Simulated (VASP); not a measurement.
VASP ran on this input.

**INCAR**
```
# general
SYSTEM  = WC
PREC    = Accurate
ENCUT   = 520
LREAL   = .FALSE.
LASPH   = .TRUE.

# electronic loop
EDIFF   = 1E-6
NELM    = 100
ALGO    = Normal
LMAXMIX = 6

# smearing
ISMEAR  = 1
SIGMA   = 0.1

# functional
GGA     = RP

# ions
IBRION  = 2
NSW     = 60
ISIF    = 3
EDIFFG  = -0.01

# output
LWAVE   = .FALSE.
LCHARG  = .FALSE.
```

**POSCAR**
```
WC
1
    1.4550000000    -2.5201340000     0.0000000000
    1.4550000000     2.5201340000     0.0000000000
    0.0000000000     0.0000000000     2.8400000000
W C
1 1
Direct
  0.0000000000   0.0000000000   0.0000000000
  0.3333330000   0.6666670000   0.5000000000
```

KPOINTS:
```
Automatic mesh
0
Gamma
13 13 12
0 0 0
```

POTCAR, in this order: W_sv C (PBE.64 set). Program: vasp_std.

Question: Write an equivalent input for Quantum ESPRESSO's pw.x.

Answer: One equivalent input (not run):
```
&CONTROL
  calculation = 'vc-relax'
  pseudo_dir = './pseudo'
  outdir = './out'
  tprnfor = .true.
  tstress = .true.
  nstep = 60
  forc_conv_thr = 0.00039
/
&SYSTEM
  ibrav = 0
  nat = 2
  ntyp = 2
  ecutwfc = 82
  occupations = 'smearing'
  smearing = 'methfessel-paxton'
  degauss = 0.00735
  input_dft = 'rpbe'
/
&ELECTRONS
  conv_thr = 7.3e-08
  electron_maxstep = 100
/
&IONS
/
&CELL
/
ATOMIC_SPECIES
  W 183.840 W.upf
  C 12.011 C.upf
CELL_PARAMETERS angstrom
     1.4550000   -2.5201340    0.0000000
     1.4550000    2.5201340    0.0000000
     0.0000000    0.0000000    2.8400000
ATOMIC_POSITIONS crystal
  W    0.0000000  0.0000000  0.0000000
  C    0.3333330  0.6666670  0.5000000
K_POINTS automatic
  13 13 12 0 0 0
```
Limits of the translation: the potentials are each code's own (VASP's PAW set, PseudoDojo norm-conserving files in pw.x), so ENCUT and ecutwfc are chosen apart and not converted; conv_thr bounds pw.x's estimated SCF error, while EDIFF bounds the energy change between steps; forc_conv_thr acts on force components and is met together with etot_conv_thr.

The compound is WC in the wc structure. This run relaxes it. Symmetry was kept, so distortions that lower it aren't found.
